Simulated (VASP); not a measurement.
These are r2SCAN meta-GGA, VASP's PBE PAW potentials (set 64) (plane waves; VASP 6.6.1) values and carry that method's errors.

The input files of a VASP run:

**INCAR**
```
ALGO = Normal
CSHIFT = 0.1
EDIFF = 1E-7
ENCUT = 520
ISMEAR = 0
LASPH = .True.
LCHARG = .False.
LMIXTAU = .True.
LOPTICS = .True.
LPEAD = .True.
LREAL = .False.
LWAVE = .False.
METAGGA = R2SCAN
NBANDS = 36
NEDOS = 1001
NELM = 100
PREC = Accurate
SIGMA = 0.01
SYSTEM = Mg(AlC)2
```

POSCAR:
```
Mg(AlC)2
3.3682220
  1.0000001110   0.0000000000   0.0000000000
 -0.5000000555   0.8660254897   0.0000000000
  0.0000000000   0.0000000000   1.7153873359
Mg Al C
1 2 2
Cart
  0.0000000000   0.0000000000   0.0000000000
  0.5000005555   0.2886748746   0.6010233019
 -0.0000005000   0.5773506151   1.1143640340
 -0.0000005000   0.5773506151   0.4637055566
  0.5000005555   0.2886748746   1.2516817793
```

### KPOINTS
```
Automatic mesh
0
Gamma
10 10 5
0 0 0
```

POTCAR, in this order: Mg Al C (PBE.64 set). Program: vasp_std.

Output

OSZICAR:
```
       N       E                     dE             d eps       ncg     rms          rms(c)
DAV:   1     0.971675230496E+01    0.97168E+01   -0.59379E+03  4328   0.394E+02
DAV:   2    -0.427497597095E+02   -0.52467E+02   -0.49372E+02  5120   0.952E+01
DAV:   3    -0.447238290257E+02   -0.19741E+01   -0.19447E+01  5180   0.146E+01
DAV:   4    -0.447394885889E+02   -0.15660E-01   -0.15656E-01  5000   0.144E+00
DAV:   5    -0.447397484424E+02   -0.25985E-03   -0.25985E-03  5024   0.190E-01    0.108E+01
DAV:   6    -0.390062309665E+02    0.57335E+01   -0.15558E+00  4860   0.785E+00    0.465E+00
DAV:   7    -0.379638709203E+02    0.10424E+01   -0.99678E-01  5068   0.319E+00    0.278E+00
DAV:   8    -0.387859731880E+02   -0.82210E+00   -0.19271E-01  4388   0.299E+00    0.180E+00
DAV:   9    -0.383841611051E+02    0.40181E+00   -0.76012E-02  4300   0.177E+00    0.383E-01
DAV:  10    -0.385356944900E+02   -0.15153E+00   -0.65112E-02  4232   0.111E+00    0.142E-01
DAV:  11    -0.385350663172E+02    0.62817E-03   -0.33025E-03  5116   0.253E-01    0.770E-02
DAV:  12    -0.385343316143E+02    0.73470E-03   -0.18897E-03  4524   0.190E-01    0.726E-02
DAV:  13    -0.385356589346E+02   -0.13273E-02   -0.82173E-04  4480   0.139E-01    0.111E-02
DAV:  14    -0.385357272828E+02   -0.68348E-04   -0.10227E-04  4588   0.508E-02    0.809E-03
DAV:  15    -0.385357254550E+02    0.18278E-05   -0.13346E-05  5040   0.179E-02    0.118E-02
DAV:  16    -0.385357338146E+02   -0.83596E-05   -0.31126E-06  4588   0.877E-03    0.631E-03
DAV:  17    -0.385357348069E+02   -0.99229E-06   -0.13447E-06  4520   0.552E-03    0.189E-03
DAV:  18    -0.385357348256E+02   -0.18672E-07   -0.50075E-07  4924   0.348E-03
   1 F= -.38535735E+02 E0= -.38535735E+02  d E =-.206149E-25
 imaginary and real dielectric function
```

**OUTCAR**
```
------------------------ aborting loop because EDIFF is reached ----------------------------------------
  FORCE on cell =-STRESS in cart. coord.  units (eV):
  Direction    XX          YY          ZZ          XY          YZ          ZX
  --------------------------------------------------------------------------------------
  Total        0.0605177      0.0605177     -0.0515345      0.0000000      0.0000000      0.0000000
  in kB        1.7080385      1.7080385     -1.4544988      0.0000000      0.0000000      0.0000000
  external PRESSURE =       0.6538594 kB  Pullay stress =       0.0000000 kB
  volume of cell :       56.77
      direct lattice vectors                 reciprocal lattice vectors
     3.368222374  0.000000000  0.000000000     0.296892512  0.171410973  0.000000000
    -1.684111187  2.916966107  0.000000000     0.000000000  0.342821947  0.000000000
     0.000000000  0.000000000  5.777805363     0.000000000  0.000000000  0.173076097
 POSITION                                       TOTAL-FORCE (eV/Angst)
 -----------------------------------------------------------------------------------
      0.00000      0.00000      0.00000         0.000000      0.000000     -0.000000
      1.68411      0.97232      2.02438         0.000000      0.000000      0.019878
     -0.00000      1.94465      3.75343         0.000000     -0.000000     -0.019878
     -0.00000      1.94465      1.56186        -0.000000      0.000000     -0.019344
      1.68411      0.97232      4.21594         0.000000     -0.000000      0.019344
 -----------------------------------------------------------------------------------
    total drift:                                0.000000      0.000000      0.000000
  FREE ENERGIE OF THE ION-ELECTRON SYSTEM (eV)
  ---------------------------------------------------
  free  energy   TOTEN  =       -38.5357348256 eV

  energy  without entropy=      -38.5357348256  energy(sigma->0) =      -38.53573483

 plasma frequency squared (from intraband transitions) (eV^2)
  --------------------------------------------------------------------------------------
       0.000       0.000       0.000
       0.000       0.000       0.000
       0.000       0.000       0.000

 plasma frequency squared (from interband transitions, int dw w eps(2)(w)) (eV^2)
  --------------------------------------------------------------------------------------
     354.554       0.000       0.000       0.000       0.000      -0.000
       0.000      -0.000     354.554       0.000      -0.000      -0.000
       0.000       0.000      -0.000       0.000     349.720       0.000
```
(Selected blocks of OUTCAR.)

The structure comes from a computed database's Al2MgC2 entry (P-3m1); how it stands against other phases isn't given here. It was relaxed first.
